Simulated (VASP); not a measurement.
KV2H6, 9 atoms in the cell. It takes space group Fm-3m (No. 225, cubic). The conventional cell has a = 7.566 Å, b = 7.566 Å, c = 7.566 Å, α = 90.00°, β = 90.00°, γ = 90.00°. K (site symmetry m-3m) has 6 H at 1.62 Å as nearest neighbours. Around V (site symmetry -43m) lie 12 H at 2.69 Å. Around H (site symmetry 4mm) lie 1 K at 1.62 Å. The cell was built by a generator and needn't be a form met in nature. The cell isn't the ideal one: species swapped into the Ba2H6Ru type (Fm-3m, No. 225).

| Property | Result |
| --- | --- |
| Program | VASP 6.6.1 |
| Task | single point |
| Functional | PBE |
| Potentials or basis | VASP PAW PBE potentials, release 64 (K_sv, V_sv, H) |
| Cutoff | 520 eV |
| k mesh | 4 × 4 × 4 |
| Occupations | gaussian, width 0.1 eV |
| Spin | collinear spin, typed start |
| Starting moments | [0.0, 2.0, 2.0, 0.0, 0.0, 0.0, 0.0, 0.0, 0.0] μB |
| Dipole correction | no |
| Further INCAR settings | ALGO = Normal; EDIFF = 1e-06; NBANDS = 34 |

Potentials or basis: VASP PAW PBE potentials, release 64 (K_sv, V_sv, H).

Run with:

```console
$ cat potpaw_PBE.64/K_sv/POTCAR potpaw_PBE.64/V_sv/POTCAR potpaw_PBE.64/H/POTCAR > POTCAR
$ mpirun -np 1 vasp_std > vasp.out
```

Hardware: 1 thread of AMD EPYC 7R13 Processor (Zen 3) (shared host).

Problem. Estimate the wall time of this run.

Solution. Run time: 2.1 min on 1 thread of AMD EPYC 7R13 Processor (Zen 3), on a shared host, peak memory 0.27 GiB. Counts: scf iterations 19, k points 8.
